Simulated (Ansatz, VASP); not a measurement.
**LiF (Griceite) in two plane-wave programs**

One calculation is typed for both programs; each brings its own data sets. How far apart do they land? The cell is taken from a series of runs on this material, whose earlier steps may have relaxed, scaled, displaced or heated it; both programs get it as it stands.

Method: plane waves, with VASP 6.6.1 beside it; zone-centre phonons at LDA, in Ansatz 0.2.0.

**1. Set-up**

The structure is cubic, space group Fm-3m (No. 225). The conventional cell has a = 3.984 Å, b = 3.984 Å, c = 3.984 Å, α = 90.00°, β = 90.00°, γ = 90.00°. Li has 6 F at 1.99 Å nearest. Nearest to F lie 6 Li at 1.99 Å. Farther neighbours and most contacts between anions are not listed.

**2. Ansatz: zone-centre phonons, LDA**

Ansatz runs on its PAW soft_1 files.

Second derivatives magnify differences that forces hide, and they need a tight electronic threshold.

input.yaml

```yaml
crystal:
  lattice:
    - [0.0, 1.9919420354, 1.9919420354]
    - [1.9919420354, 0.0, 1.9919420354]
    - [1.9919420354, 1.9919420354, 0.0]
  atoms:
    - { symbol: Li, position: [0.0, 0.0, 0.0] }
    - { symbol: F, position: [0.5, 0.5, 0.5] }
kpoints:
  mp_grid: { grid: [12, 12, 12] }
hamiltonian:
  xc: lda
  pseudopotentials: { kind: paw, azcp: { folder: soft_1 }, xc_functional: pbe }
scf:
  occupations: { method: fixed }
output:
  eigenvalues: true
phonons:
  method: dfpt
  dielectric: true
  rigid_motions: translations
```

The run is started by

```
> ansatz run input.yaml --threads 4 --pin off --max-ram 10240MiB --backend cpu --events-out ev --progress --plain --runs-dir out
```

Numbers of over 12 decimals in the logs are rounded to 6 here.

Log:

```text
Engine: ansatz 0.2.0, x86_64-unknown-linux-gnu
Pseudopotentials: kind: paw
Pseudopotential: Li, paw, valence charge 3, recommended cutoff 420 eV (normal), soft_1/Li.paw.azcp
Pseudopotential: F, paw, valence charge 7, recommended cutoff 420 eV (normal), soft_1/F.paw.azcp
Functional definition: SPW92
  exchange = slater_x
  correlation = pw_c
Crystal: 2 atoms, lattice volume = 15.807 Å³
Basis set: ecut = 420 eV, 331 PW (Γ), exchange–correlation on 40×40×40 points (8 copies of the dense FFT grid, shifted against one another)
Bands: 9, of which v1, the nominal top of the filled ones, is band 5 counted from 1 (4 counted from 0)
Symmetry: 48 space group operations
k-points: 163 of 1728 (irreducible under 8 space group operations, time reversal used)
Non-local potential: Li, projectors of the file, l = 0: 3, l = 1: 2, l = 2: 1
Non-local potential: F, projectors of the file, l = 0: 2, l = 1: 2, l = 2: 1
PAW form: soft (Blöchl's): semilocal exchange-correlation on the pseudo side does not see the compensation charge
PAW frozen core: F, regenerated for the run's functional, and the local potential with it (the file was generated under x = pbe(κ = 0.804, μ = 0.219515), c = pbe(β = 0.066725))
PAW one-centre angular grid: Li, 110 points (default); XC on 64 Gauss nodes
PAW one-centre angular grid: F, 110 points (default); XC on 64 Gauss nodes
Initial density: superposition of atomic densities (chi_scale 0.1, normalization cell, long waves kept (reshape's long-wave potential 0.00 eV rms))
Initial wavefunctions: pseudopotential atomic-orbital guess
Functional: x = slater, c = lda
SCF iter   1: F=—  HF=-998.674107 eV  |F-HF|=—  |Δ(HF+E_count)|=         —  Δρ=6.36e-2  dr2=3.59e-1  ethr=3.10e-3  ⟨swp⟩=3.9  Hψ=7851  notcnv=0  defer=308
preconditioner: auto → none  [insulator: Δε(μ)=8.479 eV  Ē_g=21.950 eV  n_scr=0 (ndim 8)  ℏωp=26.4 eV  f_vac=0.000  ε∞_Penn≈2.4]
SCF iter   2: F=—  HF=-998.688100 eV  |F-HF|=—  |Δ(HF+E_count)|=   1.40e-2  Δρ=3.39e-2  dr2=8.74e-2  ethr=3.10e-3  ⟨swp⟩=2.1  Hψ=3139  notcnv=0  defer=315
SCF iter   3: F=—  HF=-998.689174 eV  |F-HF|=—  |Δ(HF+E_count)|=   1.07e-3  Δρ=1.39e-2  dr2=1.59e-2  ethr=8.74e-4  ⟨swp⟩=2.5  Hψ=2313  notcnv=0  defer=314
SCF iter   4: F=—  HF=-998.689639 eV  |F-HF|=—  |Δ(HF+E_count)|=   4.65e-4  Δρ=6.03e-4  dr2=3.05e-5  ethr=1.59e-4  ⟨swp⟩=2.4  Hψ=2083  notcnv=0  defer=322
SCF iter   5: F=—  HF=-998.689659 eV  |F-HF|=—  |Δ(HF+E_count)|=   1.92e-5  Δρ=3.29e-5  dr2=4.93e-8  ethr=3.05e-7  ⟨swp⟩=2.1  Hψ=1939  notcnv=0  defer=288
SCF iter   6: F=—  HF=-998.689659 eV  |F-HF|=—  |Δ(HF+E_count)|=   1.42e-7  Δρ=5.85e-6  dr2=3.50e-9  ethr=4.93e-10  ⟨swp⟩=2.0  Hψ=2196  notcnv=0
SCF iter   7: F=—  HF=-998.689659 eV  |F-HF|=—  |Δ(HF+E_count)|=  6.47e-10  Δρ=1.14e-6  dr2=1.78e-10  ethr=3.50e-11  ⟨swp⟩=2.7  Hψ=1994  notcnv=0
SCF iter   8: F=-998.689659 eV  HF=-998.689659 eV  |F-HF|=9.09e-13  |Δ(HF+E_count)|=  4.02e-11  Δρ=1.22e-7  dr2=2.00e-12  ethr=1.00e-12  ⟨swp⟩=5.9  Hψ=6872  notcnv=0
SCF 1 converged in 8 iterations: F = -998.689659 eV  dr2 = 2.00e-12
  greatest PAW one-centre occupation: 1.000 electrons in one spin orbital (limit 2), on the Li atom at site 0 (counted from 0), in its partial waves of l = 0
NSCF: frozen V_eff on 1 k-points
DFPT response loops at Γ: preconditioner auto → none (the input reference at scf.mixing.eps_inf says where Resta's filter doesn't serve); β = 0.50; Broyden in place of MSR1
SCF converged after 8 iterations
Free energy (F): -998.689659 eV
Harris-Foulkes:  -998.689659 eV  (|F-HF|=9.09e-13)
Internal energy: -998.689659 eV  (E = F + TS)
E sigma→0 (E₀):  -998.689659 eV
Fermi energy:    0.816315 eV
--- Per-component energies (eV) ---
  E_band       = -116.831857
  E_kinetic    = 214.695042
  E_local      = -642.220340  (includes V_loc(G=0)·N_el)
  E_nonlocal   = 70.263388
  E_hartree    = 220.696284
  E_xc         = -85.280832
  E_vxc        = -110.547604  (∫ρ·V_xc dr)
  E_paw        = -213.658377  (= ΣΔE_a)
  E_vpaw       = -90.415924  (= ΣTr[D̂ρ^β])
  E_aug_tail   = 0.001041  (compensation charges beyond the density's cutoff)
  E_ewald      = -563.299116
  E_core_change = 0.113252  (= ΣΔE_core)
  E_smearing   = -0.000000  (= −TS)
  E_closure    = 0.000000  (closes the sum)
  Σ components = -998.689659   (vs F -998.689659, Δ=0.00e0)
--- Band table (eV; the first three rows and the last of 163) ---
  k-point 0: bands = ["-38.8255", "-18.8532", "0.8152", "0.8152", "0.8152", "9.9587", "24.6827", "24.6827", "24.6827"]
  k-point 1: bands = ["-38.8202", "-18.8240", "0.6004", "0.7983", "0.7983", "10.1611", "22.4542", "23.6642", "23.6642"]
  k-point 2: bands = ["-38.8057", "-18.7437", "0.0501", "0.7523", "0.7523", "10.6451", "20.2104", "22.3788", "22.3788"]
  k-point 162: bands = ["-38.7246", "-18.1096", "-1.4364", "-1.4364", "-0.0256", "15.7306", "15.7306", "18.1390", "20.1757"]
--- Phonons (Γ-DFPT): 2 representative perturbations + reference, on 163 of 1728 k-points (Σ response iterations 7) ---
  k mesh reduced under 8 symmetry operations, with k and −k counted as one. Each operation leaves every solved perturbation unchanged. A smaller set is not considered because the run solves the response to a homogeneous field
  ASR residual: 1.656e-5 → 0.000e0 eV/Å²; symmetrization residual: 6.591e-8 eV/Å²
  ASR residual per site (eV/Å²): 1.66e-5 1.11e-5
  Γ frequencies (cm⁻¹): 0.00 0.00 0.00 286.93 286.93 286.93
  ε∞ (high-frequency dielectric tensor):
        2.100766    -0.000000    -0.000000
       -0.000000     2.100766    -0.000000
        0.000000     0.000000     2.100766
  ε⁰ (static dielectric tensor: ions relaxed, cell fixed):
       10.248674    -0.000000    -0.000000
        0.000000    10.248674    -0.000000
        0.000000     0.000000    10.248674
  ε⁰ − ε∞ (ionic part):
        8.147909     0.000000     0.000000
        0.000000     8.147909     0.000000
        0.000000     0.000000     8.147909
  softest optical mode at Γ: 286.93 cm⁻¹; the repairs (sum rule, projections) moved no ω² at Γ by more than (0.82 cm⁻¹)²
  Born effective charges Z* (e; rows j = field, columns β = displacement):
    site 0:
         1.04661    0.00000    0.00000
        -0.00000    1.04661    0.00000
         0.00000    0.00000    1.04661
    site 1:
        -1.04661   -0.00000    0.00000
         0.00000   -1.04661   -0.00000
         0.00000   -0.00000   -1.04661
  Z* charge neutrality: 3.399e-6 e pre-enforcement
  k-mesh period / interband length: 33.8 Å / 0.79 Å = 42.94 at k = (0.0000, 0.0000, -0.5000), direct gap 10.809 eV — 14 or more, which is no proof of convergence
  optical modes at Γ without the LO–TO term, one row a degenerate level:
      ω (cm⁻¹)  modes    IR ((D/Å)²/amu)
        286.93      3            14.9147
  optical modes at Γ + LO–TO along q̂ = [1.0000, 0.0000, 0.0000]:
      ω (cm⁻¹)  modes    IR ((D/Å)²/amu)
        286.93      2             9.9432
        633.75      1             4.9716
  optical modes at Γ + LO–TO along q̂ = [0.0000, 1.0000, 0.0000]:
      ω (cm⁻¹)  modes    IR ((D/Å)²/amu)
        286.93      2             9.9432
        633.75      1             4.9716
  optical modes at Γ + LO–TO along q̂ = [0.0000, 0.0000, 1.0000]:
      ω (cm⁻¹)  modes    IR ((D/Å)²/amu)
        286.93      2             9.9432
        633.75      1             4.9716
```

(Part 1 of 2 ends here.)

[Lines on the potential files, build, host, timing and source positions are cut from VASP's logs without a mark.]

[Logs are printed without paths, hosts, clocks, repeated set-up lines and the standing remarks that a program may print on its own settings, such as how far it seeks lower states.]

[Hosts, paths, dates, database ids (printed as entryN), source tags and the programs' standing remarks are cut or masked in the printed files.]
